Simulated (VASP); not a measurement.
An input for Ansatz (written as the equivalent of a VASP run, and not itself run):

Ansatz 0.2 input:
```yaml
crystal:
  lattice:
    - [3.6577384, 0.0000000, 0.0000000]
    - [-1.8288692, 3.1676935, 0.0000000]
    - [0.0000000, 0.0000000, 6.5152262]
  atoms:
    - { symbol: Hg, position: [1.0000000, 1.0000000, 0.0000000] }
    - { symbol: Hg, position: [1.0000000, 1.0000000, 0.5000000] }
    - { symbol: S, position: [0.3333330, 0.6666670, 0.2500000] }
    - { symbol: S, position: [0.6666670, 0.3333330, 0.7500000] }
kpoints:
  mp_grid: { grid: [10, 10, 5] }
hamiltonian:
  xc: pbesol
  pseudopotentials: { kind: paw }
scf:
  occupations: { method: methfessel_paxton, width: 0.1 }
  max_iter: 100
relax:
  max_steps: 40
  f_tol: 0.02
  cell: { p_target: 20 }
output: { forces: true, stress: true, eigenvalues: true }
```

Task: Write the VASP files for the same calculation (PBEsol).

Result: Several could match; the one computed here: 
INCAR:
```
! general
SYSTEM =HgS
PREC   =Accurate
ENCUT  =500
LREAL  =.False.
LASPH  =.True.

! electronic loop
EDIFF  =1E-6
NELM   =100
ALGO   =Normal
LMAXMIX=6

! smearing
ISMEAR =1
SIGMA  =0.1

! functional
GGA    =PS

! ions
IBRION =2
NSW    =40
ISIF   =3
EDIFFG =-0.02
PSTRESS=200

! output
LWAVE  =.False.
LCHARG =.False.
```

File POSCAR:
```
HgS
1
    3.6577383812     0.0000000000     0.0000000000
   -1.8288691906     3.1676935435     0.0000000000
    0.0000000000     0.0000000000     6.5152262464
Hg S
2 2
Direct
  1.0000000000   1.0000000000   0.0000000000
  1.0000000000   1.0000000000   0.5000000000
  0.3333330000   0.6666670000   0.2500000000
  0.6666670000   0.3333330000   0.7500000000
```

**KPOINTS**
```
Automatic mesh
0
Gamma
10 10 5
0 0 0
```

POTCAR, in this order: Hg S (PBE.64 set). Program: vasp_std.

What does not carry over: each code has its own PAW files, so the cut-off isn't converted (ENCUT is set for VASP's; basis.ecutwfc is left out, and Ansatz then takes the one that its files recommend); Ansatz stops its SCF on the density residual and VASP on the energy change (EDIFF).

The structure was generated: HgS was put into the NiAs type type (P6_3/mmc), which need not be its known phase. This run relaxes it under an external pressure of 20 GPa. Symmetry was kept, so distortions that lower it aren't found.
